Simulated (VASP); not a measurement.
OSZICAR of a VASP run on AlN (wurtzite):

OSZICAR:
```
       N       E                     dE             d eps       ncg     rms          rms(c)
DAV:   1     0.594884863774E+02    0.59488E+02   -0.75118E+03   720   0.118E+03
DAV:   2    -0.252870382087E+02   -0.84776E+02   -0.79038E+02  1100   0.225E+02
DAV:   3    -0.295637023669E+02   -0.42767E+01   -0.42587E+01   948   0.547E+01
DAV:   4    -0.296021626958E+02   -0.38460E-01   -0.38454E-01   824   0.606E+00
DAV:   5    -0.296027962615E+02   -0.63357E-03   -0.63355E-03   928   0.804E-01    0.139E+01
DAV:   6    -0.232902466479E+02    0.63125E+01   -0.25523E+01   872   0.387E+01    0.394E+00
DAV:   7    -0.234175138638E+02   -0.12727E+00   -0.10327E+00   792   0.798E+00    0.295E+00
DAV:   8    -0.234424317207E+02   -0.24918E-01   -0.16840E-01   756   0.457E+00    0.637E-01
DAV:   9    -0.234339012041E+02    0.85305E-02   -0.36918E-02   924   0.149E+00    0.284E-01
DAV:  10    -0.234348272709E+02   -0.92607E-03   -0.46093E-03   808   0.608E-01    0.163E-01
DAV:  11    -0.234347615444E+02    0.65727E-04   -0.29409E-04   860   0.176E-01    0.418E-02
DAV:  12    -0.234347683565E+02   -0.68121E-05   -0.28231E-05   832   0.467E-02    0.879E-03
DAV:  13    -0.234347724933E+02   -0.41368E-05   -0.39392E-06   804   0.248E-02    0.257E-03
DAV:  14    -0.234347730008E+02   -0.50752E-06   -0.40131E-07   900   0.584E-03    0.110E-03
DAV:  15    -0.234347730717E+02   -0.70866E-07   -0.65154E-08   488   0.260E-03
   1 F= -.23434773E+02 E0= -.23434773E+02  d E =-.234348E+02
       N       E                     dE             d eps       ncg     rms          rms(c)
DAV:   1    -0.234348110178E+02   -0.38017E-04   -0.91099E-03   720   0.877E-01    0.345E-02
DAV:   2    -0.234348049932E+02    0.60246E-05   -0.19039E-04   892   0.124E-01    0.212E-02
DAV:   3    -0.234347891034E+02    0.15890E-04   -0.18239E-05   860   0.451E-02    0.527E-03
DAV:   4    -0.234347887554E+02    0.34799E-06   -0.62358E-06   860   0.202E-02    0.316E-03
DAV:   5    -0.234347887231E+02    0.32264E-07   -0.26018E-07   672   0.512E-03
   2 F= -.23434789E+02 E0= -.23434789E+02  d E =-.156515E-04
```

Task: Which electronic solver shows in the log?

Result: It is blocked Davidson (ALGO = Normal, or the opening steps of other solvers). The INCAR had ALGO = Normal.

Task: Can the final energy be trusted as converged?

Result: Self-consistency was reached. It stopped with EDIFF = 1E-7, NELM = 100, NSW = 30 and EDIFFG = -0.01 after 2 ionic steps (vdW-DF2, plane waves, VASP's PBE PAW potentials (set 64)).

The compound is AlN in the wurtzite structure. This run relaxes it. Symmetry was kept, so distortions that lower it aren't found.
